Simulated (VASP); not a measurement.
## LaC2 with r2SCAN + rVV10: from relaxation to properties

Aim: relax LaC2, then compute properties on the relaxed cell. The steps: full relaxation (r2SCAN + rVV10), single point with fields (r2SCAN + rVV10), band structure (r2SCAN + rVV10), density of states (r2SCAN + rVV10), volume scan with r2SCAN + rVV10, fit for r2SCAN + rVV10 and independent-particle dielectric function (r2SCAN + rVV10). The start is a cell from a database of measured crystal structures.

Method: r2SCAN with rVV10; plane waves and PAW (La, C), in VASP 6.6.1.

Most raw output is cut from this account.

## 1. The structure

Before any relaxation, the start is as follows. Symmetry: I4/mmm, No. 139, tetragonal system. Conventional cell: a = 3.934 Å, b = 3.934 Å, c = 6.572 Å, α = 90.00°, β = 90.00°, γ = 90.00°. Nearest to La lie 10 C at 2.65 to 2.85 Å. Nearest to C lie 1 C at 1.27 Å and 5 La at 2.65 to 2.85 Å. Farther neighbours are not listed.

Coordinates:

```cif
data_structure
_symmetry_space_group_name_H-M 'P 1'
_symmetry_Int_Tables_number 1
_cell_length_a 4.3053
_cell_length_b 4.3053
_cell_length_c 4.3053
_cell_angle_alpha 125.629
_cell_angle_beta 125.629
_cell_angle_gamma 80.499
_cell_volume 50.86
loop_
_atom_site_label
_atom_site_type_symbol
_atom_site_fract_x
_atom_site_fract_y
_atom_site_fract_z
_atom_site_occupancy
La1 La 0.00000 0.00000 0.00000 1
C2 C 0.40300 0.40300 0.00000 1
C3 C 0.59700 0.59700 0.00000 1
```

## 2. Full relaxation (r2SCAN + rVV10)

Properties are meant for the cell that this level of theory prefers, so cell and atoms are relaxed first (ISIF = 3) until forces and stress are small; EDIFFG sets the threshold. r2SCAN adds the kinetic-energy density, costs more than a GGA and is run with LASPH. LUSE_VDW switches on a nonlocal correlation term for dispersion.

File INCAR:

```
SYSTEM = LaC2
PREC = Accurate
ENCUT = 520
EDIFF = 1E-06
NELM = 100
ISMEAR = 0
SIGMA = 0.05
LREAL = .FALSE.
ALGO = Normal
METAGGA = R2SCAN
LUSE_VDW = .TRUE.
IVDW_NL = 2
BPARAM = 11.95
CPARAM = 0.0093
LASPH = .TRUE.
NBANDS = 15
LORBIT = 11
LWAVE = .FALSE.
LCHARG = .FALSE.
KPAR = 2
IBRION = 2
NSW = 60
ISIF = 3
EDIFFG = -0.01
```

File POSCAR:

```
LaC2
1.0
   -1.9670000000      1.9670000000      3.2860000000
    1.9670000000     -1.9670000000      3.2860000000
    1.9670000000      1.9670000000     -3.2860000000
La C
1 2
Direct
    0.0000000000      0.0000000000      0.0000000000
    0.4030000000      0.4030000000      0.0000000000
    0.5970000000      0.5970000000      0.0000000000
```

File KPOINTS:

```
Automatic mesh
0
Gamma
7 7 7
0 0 0
```

The projector-augmented-wave data sets are La and C (PBE family, release 64).

Started as:

```
mpirun -np 2 vasp_std
```

Run time: 9.2 min. Hardware: 2 MPI ranks of AMD EPYC 7R43, shared host; peak memory 0.62 GiB; 18 min of CPU time.

This run has no spin polarisation. Its electron count is odd, so without a moment it is a metal by construction. The k-mesh is coarse for a metal. The PAW data sets were made with PBE, which is usual practice but a small mismatch for other functionals. The run keeps the 16 symmetry operations of its start, so it cannot find a distortion of lower symmetry.

Step by step:

| step | energy less that of the first step (eV) | largest force (eV/Å) | pressure (GPa) | volume (Å³) |
| --- | --- | --- | --- | --- |
| 1 | 0.0000 | 1.0106 | 1.06 | 50.86 |
| 2 | 0.2667 | 4.5501 | -7.68 | 51.68 |
| 3 | -0.0076 | 0.0354 | -0.46 | 50.96 |
| 4 | -0.0076 | 0.0346 | -0.35 | 50.95 |
| 5 | -0.0076 | 0.0518 | -0.33 | 50.95 |
| 6 | -0.0080 | 0.0043 | 0.12 | 50.74 |
| 7 | -0.0080 | 0.0147 | 0.03 | 50.78 |
| 8 | -0.0080 | 0.0140 | 0.03 | 50.78 |
| 9 | -0.0080 | 0.0676 | -0.09 | 50.80 |
| 10 | -0.0080 | 0.0015 | 0.01 | 50.78 |

| conventional cell, symmetrised | before | after | change |
| --- | --- | --- | --- |
| a (Å) | 3.934 | 3.932 | -0.0 % |
| b (Å) | 3.934 | 3.932 | -0.0 % |
| c (Å) | 6.572 | 6.568 | -0.1 % |
| volume (Å³/atom) | 16.95 | 16.93 | -0.1 % |

Final coordinates:

```xyz
3
Lattice="-1.9661 1.9661 3.2842 1.9661 -1.9661 3.2842 1.9661 1.9661 -3.2842" Properties=species:S:1:pos:R:3 pbc="T T T"
La    0.0000    0.0000    0.0000
C     0.0000    0.0000    2.6388
C     0.0000    0.0000    3.9297
```

Numbers from this step:

- electrons: 19
- bands: 15
- irreducible k-points: 40
- symmetry operations: 16
- free energy (TOTEN): -50.2917 eV
- energy at zero smearing: -50.2909 eV
- Fermi energy: 7.479 eV
- pressure: 0.01238 GPa
- metallic: yes
- SCF cycles over all ionic steps: 69

It ends with a largest force of 0.002 eV/Å and a pressure of 0.01 GPa. The volume lies -0.1 % from that of the database's start, which holds the thermal and zero-point expansion of its experiment.

## 3. Single point with fields (r2SCAN + rVV10)

The relaxed cell gets a fresh self-consistent run, on a basis set for its own volume, to fix the density and to check the remaining stress.

Changes to INCAR since step 2:

```diff
@@ -18,7 +18,5 @@
 LWAVE = .FALSE.
-LCHARG = .FALSE.
-KPAR = 2
-IBRION = 2
-NSW = 60
-ISIF = 3
-EDIFFG = -0.01
+LCHARG = .TRUE.
+ISIF = 2
+LELF = .TRUE.
+LVHAR = .TRUE.
```

File POSCAR:

```
LaC2
1.0
   -1.9661423123      1.9661423123      3.2842433333
    1.9661423123     -1.9661423123      3.2842433333
    1.9661423123      1.9661423123     -3.2842433333
La C
1 2
Direct
    0.0000000000      0.0000000000      0.0000000000
    0.4017310197      0.4017310197      0.0000000000
    0.5982689803      0.5982689803      0.0000000000
```

KPOINTS is that of step 2.

Started as:

```
mpirun -np 2 vasp_std
```

Elapsed: 3.2 min, on 2 MPI ranks; peak memory 0.44 GiB; 6.4 min of CPU time.

Numbers from this step:

- SCF cycles: 31
- bands: 16
- pressure: 0.002598 GPa

Valence electrons inside each PAW sphere by angular momentum. Sphere charges, by row:

| atom | s (e) | p (e) | d (e) | f (e) | tot (e) |
| --- | --- | --- | --- | --- | --- |
| La1 | 1.986 | 5.709 | 0.621 | 0.15 | 8.467 |
| C2 | 0.932 | 1.574 | 0 | 0 | 2.506 |
| C3 | 0.932 | 1.574 | 0 | 0 | 2.506 |

ELF in the ac plane of the conventional cell at fractional y = 0.000, with atoms of La and C within 0.2 Å of it. It is the smooth field of the valence electrons, not physical close to the nuclei.

Ten even steps from '0' (0.03) to '9' (0.91), each cell a mean:
```
47995100027986
88973000015898
88751000003688
54310000000245
32210000000122
76542100013467
99974200135899
89986200147898
25775200147863
24775200036763
78764100025787
99864100025789
46774200036775
14775200136762
57886200147886
99985200136899
98753100024688
43321000001234
33210000000123
87630000002577
89972000014899
68984000016997
26995100027984
```
Columns run along a (3.9 Å), rows up along c (6.6 Å), edges of the conventional cell, whose origin can differ from the input's. Atoms in or near the plane, at fractional coordinates: La at (0.00, 0.00), C at (0.00, 0.40), C at (0.00, 0.60).

Valence density in the ac plane of the conventional cell at fractional y = 0.000, with atoms of La and C within 0.2 Å of it. It is the smooth field of the valence electrons, not physical close to the nuclei.

Ten even steps from '0' (-0.2 e/Å³) to '9' (2.5 e/Å³), each cell a mean:
```
25641100012563
66531000012466
55321000001245
32110000001122
11110000000111
22110000001112
43211000001123
75311000011246
66421000011246
66421100011256
97421100011258
97421100011258
86421100011257
65421000011256
76321000011246
54211000001235
22110000001122
11110000000111
21110000000112
43211000001234
66521000011356
46641100012565
04642100012662
```
Columns run along a (3.9 Å), rows up along c (6.6 Å), edges of the conventional cell, whose origin can differ from the input's. Atoms in or near the plane, at fractional coordinates: La at (0.00, 0.00), C at (0.00, 0.40), C at (0.00, 0.60).

Electrostatic potential energy in the ac plane of the conventional cell at fractional y = 0.000, with atoms of La and C within 0.2 Å of it. With pseudopotentials it is smooth inside the atoms' cores, unlike the true potential.

Ten even steps from '_' (-91 eV) to '@' (3 eV), each cell a mean:
```
____::**%%@@@@@@@@@@%%++..__
__::==##%%@@@@@@@@@@%%**--..
==++##%%@@@@@@@@@@@@@@%%**++
%%%%%%@@@@@@@@@@@@@@@@@@%%%%
@@@@@@@@@@@@@@@@@@@@@@@@@@@@
@@@@@@@@@@@@@@@@@@@@@@@@@@@@
%%@@@@@@@@@@@@@@@@@@@@@@@@%%
++**%%@@@@@@@@@@@@@@@@@@##++
##++##@@@@@@@@@@@@@@@@@@****
##++##@@@@@@@@@@@@@@@@@@**++
++**%%@@@@@@@@@@@@@@@@@@##++
**##@@@@@@@@@@@@@@@@@@@@%%**
++++%%@@@@@@@@@@@@@@@@@@**++
%%++##@@@@@@@@@@@@@@@@%%++**
++++%%@@@@@@@@@@@@@@@@@@##++
##%%@@@@@@@@@@@@@@@@@@@@@@##
@@@@@@@@@@@@@@@@@@@@@@@@@@@@
@@@@@@@@@@@@@@@@@@@@@@@@@@@@
%%%%@@@@@@@@@@@@@@@@@@@@@@%%
**##%%%%@@@@@@@@@@@@@@%%##**
::--**%%@@@@@@@@@@@@%%##==::
____--##%%@@@@@@@@@@%%++..__
____..**%%@@@@@@@@@@##==____
```
Columns run along a (3.9 Å; values clipped at the 3rd and 97th percentile), rows up along c (6.6 Å), edges of the conventional cell, whose origin can differ from the input's. Atoms in or near the plane, at fractional coordinates: La at (0.00, 0.00), C at (0.00, 0.40), C at (0.00, 0.60).

In this run the pressure is 0.00 GPa, small enough to go on.

## 4. Band structure (r2SCAN + rVV10)

Levels along the symmetry lines show where the bands peak and cross; KPOINTS_OPT computes them in the converged potential.

Changes to INCAR since step 3:

```diff
@@ -15,8 +15,6 @@
 LASPH = .TRUE.
-NBANDS = 15
+NBANDS = 22
 LORBIT = 11
 LWAVE = .FALSE.
-LCHARG = .TRUE.
-ISIF = 2
-LELF = .TRUE.
-LVHAR = .TRUE.
+LCHARG = .FALSE.
+KPAR = 2
```

POSCAR is that of step 3.

KPOINTS is that of step 3.

File KPOINTS_OPT:

```
Line mode
16
Line-mode
Reciprocal
  0.00000000   0.00000000   0.00000000 GAMMA
  0.00000000   0.00000000   0.50000000 X

  0.00000000   0.00000000   0.50000000 X
 -0.17919639   0.17919639   0.50000000 Y

 -0.17919639   0.17919639   0.50000000 Y
 -0.33959819   0.33959819   0.33959819 S

 -0.33959819   0.33959819   0.33959819 S
  0.00000000   0.00000000   0.00000000 GAMMA

  0.00000000   0.00000000   0.00000000 GAMMA
  0.50000000   0.50000000  -0.50000000 Z

  0.50000000   0.50000000  -0.50000000 Z
  0.33959819   0.66040181  -0.33959819 S1

  0.33959819   0.66040181  -0.33959819 S1
  0.00000000   0.50000000   0.00000000 N

  0.00000000   0.50000000   0.00000000 N
  0.25000000   0.25000000   0.25000000 P

  0.25000000   0.25000000   0.25000000 P
  0.50000000   0.50000000  -0.17919639 Y1

  0.50000000   0.50000000  -0.17919639 Y1
  0.50000000   0.50000000  -0.50000000 Z

  0.00000000   0.00000000   0.50000000 X
  0.25000000   0.25000000   0.25000000 P
```

Started as:

```
mpirun -np 2 vasp_std
```

Elapsed: 7.2 min, on 2 MPI ranks; peak memory 0.62 GiB.

Spin-orbit coupling is off here; with elements this heavy it splits and shifts levels by tenths of an eV or more.

This step gave:

| Property | Result |
| --- | --- |
| SCF cycles | 24 |
| bands | 22 |
| energy at zero smearing | -50.2908 eV |
| pressure | 0.01462 GPa |

Electronic bands along the path, in eV, zero at the Fermi level; # counts the bands kept:

| point | #2 | #3 | #4 | #5 | #6 | #7 | #8 | #9 |
| --- | --- | --- | --- | --- | --- | --- | --- | --- |
| Γ | -5.15 | -3.48 | -3.48 | -0.11 | -0.11 | 0.66 | 2.22 | 2.90 |
| 0.53 of the way | -5.13 | -4.30 | -3.54 | -1.55 | 1.96 | 2.29 | 2.63 | 2.76 |
| X | -3.87 | -3.83 | -3.36 | -2.30 | 2.52 | 2.58 | 2.63 | 2.79 |
| 0.53 of the way | -4.00 | -3.90 | -3.58 | -1.78 | 2.50 | 2.54 | 2.64 | 2.75 |
| Y | -4.59 | -3.94 | -3.52 | -0.69 | 2.22 | 2.59 | 2.68 | 2.69 |
| 0.47 of the way | -4.93 | -4.19 | -3.42 | 0.58 | 1.72 | 2.51 | 2.66 | 2.77 |
| S | -4.94 | -4.54 | -3.38 | 1.40 | 1.78 | 2.08 | 2.76 | 2.80 |
| 0.47 of the way | -5.30 | -4.62 | -4.15 | 0.13 | 0.74 | 2.26 | 2.78 | 2.83 |
| Γ | -5.15 | -3.48 | -3.48 | -0.11 | -0.11 | 0.66 | 2.22 | 2.90 |
| 0.53 of the way | -3.67 | -3.67 | -2.68 | -0.16 | 1.61 | 1.61 | 2.60 | 2.73 |
| Z | -3.68 | -3.68 | -3.03 | -0.61 | 2.66 | 2.70 | 2.73 | 2.74 |
| 0.47 of the way | -4.11 | -3.95 | -3.09 | -0.07 | 2.49 | 2.54 | 2.74 | 2.74 |
| S1 | -4.94 | -4.54 | -3.38 | 1.40 | 1.78 | 2.08 | 2.76 | 2.80 |
| 0.47 of the way | -5.16 | -4.77 | -3.07 | 1.35 | 1.82 | 2.10 | 2.82 | 2.82 |
| N | -5.25 | -4.88 | -2.60 | 1.20 | 1.72 | 2.39 | 2.82 | 2.85 |
| 0.53 of the way | -4.45 | -4.29 | -2.58 | 0.31 | 0.49 | 2.51 | 2.62 | 2.86 |
| P | -3.83 | -3.83 | -2.55 | -0.19 | -0.19 | 2.60 | 2.60 | 2.88 |
| 0.53 of the way | -3.99 | -3.90 | -3.13 | -1.27 | 1.62 | 2.51 | 2.63 | 2.81 |
| Y1 | -4.59 | -3.94 | -3.52 | -0.69 | 2.22 | 2.59 | 2.68 | 2.69 |
| 0.47 of the way | -4.66 | -3.89 | -3.20 | 0.65 | 1.70 | 2.69 | 2.69 | 2.71 |
| Z | -3.68 | -3.68 | -3.03 | -0.61 | 2.66 | 2.70 | 2.73 | 2.74 |
| jump to X | -3.87 | -3.83 | -3.36 | -2.30 | 2.52 | 2.58 | 2.63 | 2.79 |
| 0.53 of the way | -3.88 | -3.64 | -3.04 | -1.53 | 1.35 | 2.58 | 2.62 | 2.83 |
| P | -3.83 | -3.83 | -2.55 | -0.19 | -0.19 | 2.60 | 2.60 | 2.88 |

Of the projections kept (La, C), the largest for each band there; the rest of the weight can lie on other orbitals:

| point | #2 | #3 | #4 | #5 | #6 | #7 | #8 | #9 |
| --- | --- | --- | --- | --- | --- | --- | --- | --- |
| Γ | C 0.82 | C 0.85 | C 0.85 | La 0.62 | La 0.62 | La 1.00 | La 1.00 | La 1.00 |
| X | C 0.78 | C 0.82 | C 0.83 | La 0.67 | La 1.00 | La 1.00 | La 1.00 | La 1.00 |
| Y | C 0.81 | C 0.77 | C 0.81 | La 0.60 | La 0.99 | La 1.00 | La 1.00 | La 0.94 |
| S | C 0.77 | C 0.77 | C 0.82 | La 0.94 | La 0.78 | La 0.87 | La 0.99 | La 1.00 |
| Γ | C 0.82 | C 0.85 | C 0.85 | La 0.62 | La 0.62 | La 1.00 | La 1.00 | La 1.00 |
| Z | C 0.83 | C 0.83 | C 0.83 | La 1.00 | La 0.99 | La 1.00 | La 1.00 | La 1.00 |

There is no gap at this level.

## 5. Density of states (r2SCAN + rVV10)

Here the states are counted by energy and projected on the atoms. The mesh is finer than in the run before.

Changes to INCAR since step 4:

```diff
@@ -5,3 +5,3 @@
 NELM = 100
-ISMEAR = 0
+ISMEAR = -5
 SIGMA = 0.05
@@ -20 +20,2 @@
 KPAR = 2
+NEDOS = 2001
```

POSCAR is that of step 4.

File KPOINTS:

```
Automatic mesh
0
Gamma
10 10 10
0 0 0
```

Started as:

```
mpirun -np 2 vasp_std
```

The job ended after 8.2 min (2 MPI ranks; peak memory 0.74 GiB; 16 min of CPU time).

With tetrahedra the forces and stress of a metal are not exact derivatives of the energy.

This step gave:

| Item | Value |
| --- | --- |
| SCF cycles | 22 |
| irreducible k-points | 102 |
| free energy (TOTEN) | -50.2970 eV |
| Fermi energy | 7.545 eV |
| pressure | -0.005370 GPa |
| DOS at the Fermi level | 0.9564 states/eV/cell |

The density of states has structure finer than the step of the table below, so its rows give means over 0.5 eV, whole bins alone (the curve runs from -12.0 to 3.17 eV). Peaks (eV: height): total -4.03: 4.38, 2.73: 31.4, 2.92: 20.4, 3.13: 9.97; La f 2.73: 29.5, 2.92: 19.1, 3.08: 8.74; C p -6.95: 0.253, -4.97: 1.16, -4.03: 1.73, -2.73: 1.86, 1.52: 0.376.

States under -12.0 eV and over 3.2 eV are left out. Table of density of states by energy, zero at the Fermi level; means over each step; values in states/eV/cell:

| energy (eV) | total | La f | C p |
| --- | --- | --- | --- |
| -8.0 | 0 | 0 | 0 |
| -7.5 | 0.00214 | 0 | 2.1e-4 |
| -7.0 | 1.62 | 0.00658 | 0.167 |
| -6.5 | 1.61 | 0.0123 | 0.168 |
| -6.0 | 0.779 | 0.0123 | 0.0841 |
| -5.5 | 0.171 | 7.6e-4 | 0.0558 |
| -5.0 | 2.56 | 0.0161 | 0.899 |
| -4.5 | 2.48 | 0.0224 | 0.942 |
| -4.0 | 3.08 | 0.0450 | 1.23 |
| -3.5 | 1.47 | 0.0242 | 0.664 |
| -3.0 | 1.65 | 0.0328 | 0.811 |
| -2.5 | 0.571 | 0.0149 | 0.289 |
| -2.0 | 0.136 | 0.00204 | 0.0186 |
| -1.5 | 0.283 | 0.00839 | 0.0411 |
| -1.0 | 0.424 | 0.0211 | 0.0647 |
| -0.5 | 0.698 | 0.0483 | 0.103 |
| 0.0 | 0.984 | 0.0964 | 0.133 |
| 0.5 | 1.24 | 0.189 | 0.164 |
| 1.0 | 1.50 | 0.344 | 0.195 |
| 1.5 | 2.26 | 0.890 | 0.279 |
| 2.0 | 2.47 | 1.48 | 0.164 |
| 2.5 | 9.34 | 8.49 | 0.0707 |

The finer mesh and the other smearing move the Fermi level by +0.07 eV from the 7×7×7 run, one measure of the sampling error in the zero of the bands above.

## 6. Volume scan with r2SCAN + rVV10

An equation of state needs energies on both sides of the minimum, all on one mesh and cutoff.

Changes to INCAR since step 5:

```diff
@@ -5,3 +5,3 @@
 NELM = 100
-ISMEAR = -5
+ISMEAR = 0
 SIGMA = 0.05
@@ -15,3 +15,3 @@
 LASPH = .TRUE.
-NBANDS = 22
+NBANDS = 15
 LORBIT = 11
@@ -20,2 +20,2 @@
 KPAR = 2
-NEDOS = 2001
+ISIF = 2
```

File POSCAR:

```
LaC2
1.0
   -1.9260056969      1.9260056969      3.2171991469
    1.9260056969     -1.9260056969      3.2171991469
    1.9260056969      1.9260056969     -3.2171991469
La C
1 2
Direct
    0.0000000000      0.0000000000      0.0000000000
    0.4017310197      0.4017310197      0.0000000000
    0.5982689803      0.5982689803      0.0000000000
```

File KPOINTS:

```
Automatic mesh
0
Gamma
7 7 7
0 0 0
```

Started as:

```
mpirun -np 2 vasp_std
```

Elapsed: 2.8 min, on 2 MPI ranks; peak memory 0.6 GiB.

The scan keeps the cell's shape and the fractional positions fixed.

This step gave:

```
SCF cycles              : 18
bands                   : 15
irreducible k-points    : 40
free energy (TOTEN)     : -50.2085 eV
energy at zero smearing : -50.2075 eV
Fermi energy            : 8.014 eV
pressure                : 9.069 GPa
```

Force by atom:

| atom | x (eV/Å) | y (eV/Å) | z (eV/Å) | size |
| --- | --- | --- | --- | --- |
| La1 | 0.00 | 0.00 | 0.00 | 0.00 |
| C2 | 0.00 | 0.00 | -1.49 | 1.49 |
| C3 | 0.00 | 0.00 | 1.49 | 1.49 |

The pressure here is 9.07 GPa.

## 7. Volume scan with r2SCAN + rVV10 (run 2)

INCAR is that of step 6.

File POSCAR:

```
LaC2
1.0
   -1.9395695642      1.9395695642      3.2398562254
    1.9395695642     -1.9395695642      3.2398562254
    1.9395695642      1.9395695642     -3.2398562254
La C
1 2
Direct
    0.0000000000      0.0000000000      0.0000000000
    0.4017310197      0.4017310197      0.0000000000
    0.5982689803      0.5982689803      0.0000000000
```

KPOINTS is that of step 6.

Started as:

```
mpirun -np 2 vasp_std
```

It took 3.7 min on 2 MPI ranks; peak memory 0.59 GiB.

This step gave:

```yaml
scf_cycles: 22
free_energy_toten: -50.2556 eV
energy_at_zero_smearing: -50.2547 eV
fermi_energy: 7.830 eV
pressure: 5.718 GPa
```

Force by atom:

| atom | x (eV/Å) | y (eV/Å) | z (eV/Å) | size |
| --- | --- | --- | --- | --- |
| La1 | 0.000 | 0.000 | 0.000 | 0.000 |
| C2 | 0.000 | 0.000 | -0.963 | 0.963 |
| C3 | 0.000 | 0.000 | 0.963 | 0.963 |

The pressure falls from 9.07 to 5.72 GPa.

The run ends at a pressure of 5.72 GPa, with forces up to 0.96 eV/Å.

## 8. Volume scan with r2SCAN + rVV10 (run 3)

INCAR is that of step 7.

File POSCAR:

```
LaC2
1.0
   -1.9529463287      1.9529463287      3.2622007676
    1.9529463287     -1.9529463287      3.2622007676
    1.9529463287      1.9529463287     -3.2622007676
La C
1 2
Direct
    0.0000000000      0.0000000000      0.0000000000
    0.4017310197      0.4017310197      0.0000000000
    0.5982689803      0.5982689803      0.0000000000
```

KPOINTS is that of step 7.

Started as:

```
mpirun -np 2 vasp_std
```

It took 3.5 min on 2 MPI ranks; peak memory 0.59 GiB.

The pressure falls from 5.72 to 2.71 GPa.

The run ends at a pressure of 2.71 GPa, with forces up to 0.47 eV/Å.

## 9. Volume scan with r2SCAN + rVV10 (run 4)

INCAR is that of step 8.

File POSCAR:

```
LaC2
1.0
   -1.9661423123      1.9661423123      3.2842433333
    1.9661423123     -1.9661423123      3.2842433333
    1.9661423123      1.9661423123     -3.2842433333
La C
1 2
Direct
    0.0000000000      0.0000000000      0.0000000000
    0.4017310197      0.4017310197      0.0000000000
    0.5982689803      0.5982689803      0.0000000000
```

KPOINTS is that of step 8.

Started as:

```
mpirun -np 2 vasp_std
```

It took 2.3 min on 2 MPI ranks; peak memory 0.61 GiB; 4.5 min of CPU time.

The pressure falls from 2.71 to 0.00 GPa.

The run ends at a pressure of 0.00 GPa, with forces up to 0.0030 eV/Å.

## 10. Volume scan with r2SCAN + rVV10 (run 5)

INCAR is that of step 9.

File POSCAR:

```
LaC2
1.0
   -1.9791635018      1.9791635018      3.3059939230
    1.9791635018     -1.9791635018      3.3059939230
    1.9791635018      1.9791635018     -3.3059939230
La C
1 2
Direct
    0.0000000000      0.0000000000      0.0000000000
    0.4017310197      0.4017310197      0.0000000000
    0.5982689803      0.5982689803      0.0000000000
```

KPOINTS is that of step 9.

Started as:

```
mpirun -np 2 vasp_std
```

The job ended after 4.4 min (2 MPI ranks; peak memory 0.6 GiB).

The pressure falls from 0.00 to -2.43 GPa.

The run ends at a pressure of -2.43 GPa, with forces up to 0.44 eV/Å.

## 11. Volume scan with r2SCAN + rVV10 (run 6)

INCAR is that of step 10.

File POSCAR:

```
LaC2
1.0
   -1.9920155730      1.9920155730      3.3274620176
    1.9920155730     -1.9920155730      3.3274620176
    1.9920155730      1.9920155730     -3.3274620176
La C
1 2
Direct
    0.0000000000      0.0000000000      0.0000000000
    0.4017310197      0.4017310197      0.0000000000
    0.5982689803      0.5982689803      0.0000000000
```

KPOINTS is that of step 10.

Started as:

```
mpirun -np 2 vasp_std
```

Wall time 3.3 min (2 MPI ranks); peak memory 0.61 GiB; 6.5 min of CPU time.

The pressure falls from -2.43 to -4.67 GPa.

The run ends at a pressure of -4.67 GPa, with forces up to 0.86 eV/Å.

## 12. Volume scan with r2SCAN + rVV10 (run 7)

A prediction first. A parabola through the 6 pressures of evenly scaled cells so far, P = -0.01 -129.4 t +276 t² GPa with t = ln(V/V₁) and V₁ the volume at scale 1, gives -6.61 GPa at t = +0.0583.

INCAR is that of step 11.

File POSCAR:

```
LaC2
1.0
   -2.0047039123      2.0047039123      3.3486566146
    2.0047039123     -2.0047039123      3.3486566146
    2.0047039123      2.0047039123     -3.3486566146
La C
1 2
Direct
    0.0000000000      0.0000000000      0.0000000000
    0.4017310197      0.4017310197      0.0000000000
    0.5982689803      0.5982689803      0.0000000000
```

KPOINTS is that of step 11.

Started as:

```
mpirun -np 2 vasp_std
```

Run time: 4 min. Hardware: 2 MPI ranks; peak memory 0.75 GiB; 8 min of CPU time.

The pressure falls from -4.67 to -6.70 GPa. The parabola predicted -6.61 GPa, +0.09 GPa off.

(Part 1 of 2 ends here.)

[Lines on the potential files, build, host, timing and source positions are cut from VASP's logs without a mark.]

[Logs are printed without paths, hosts, clocks, repeated set-up lines and the standing remarks that a program may print on its own settings, such as how far it seeks lower states.]

[Hosts, paths, dates, database ids (printed as entryN), source tags and the programs' standing remarks are cut or masked in the printed files.]

[A measured line is paired with the nearest computed mode of its activity, which favours agreement.]
